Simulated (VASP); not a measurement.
Here is the system:

```xyz
4
Lattice="1.6423 -5.0728 0.0000 1.6423 5.0728 0.0000 0.0000 0.0000 4.1559" Properties=species:S:1:pos:R:3 pbc="T T T"
P      1.6423     4.0017     3.8519
P      1.6423     1.0711     1.7739
P      1.6423    -1.0711     2.3819
P      1.6423    -4.0017     0.3040
```

Calculation: PBEsol GGA, VASP's PBE PAW potentials (set 64) (plane waves; VASP). Settings: 520 eV cut-off, 10×10×7 Γ-centred mesh, first-order Methfessel-Paxton smearing of 0.10 eV, potentials P.

Without a dispersion term in the relaxation, distances and binding between the weakly bound layers, chains or molecules are unreliable, and so is what depends on them.

### Question
The ions and cell shape at fixed volume are relaxed. Give the cell that the relaxation ends in.

### Answer

```xyz
4
Lattice="1.6614 -5.0754 0.0000 1.6614 5.0754 0.0000 0.0000 0.0000 4.1061" Properties=species:S:1:pos:R:3 pbc="T T T"
P      1.6614     3.9889     3.8206
P      1.6614     1.0865     1.7675
P      1.6614    -1.0865     2.3385
P      1.6614    -3.9889     0.2855
```
Space group Cmce (64), at a tolerance of 0.03 Å.

### Question
How much energy does the relaxation gain?

### Answer
The energy (σ→0) changes by -3.2 meV/atom, in 9 ionic steps.

```csv
step,E(σ→0) (eV),max force (eV/Å),pressure (GPa),volume (Å³)
1,-23.0287,0.263,2.94,69.25
2,-23.0378,0.075,1.84,69.25
3,-23.0389,0.042,1.30,69.25
4,-23.0407,0.018,1.09,69.25
5,-23.0409,0.042,0.99,69.25
6,-23.0410,0.005,0.95,69.25
7,-23.0411,0.004,0.96,69.25
8,-23.0412,0.003,0.95,69.25
9,-23.0413,0.001,0.93,69.25
```

The compound is P in the black structure. This cell is one point of a volume scan, at 0.97 of the reference volume. Symmetry was kept, so distortions that lower it aren't found.
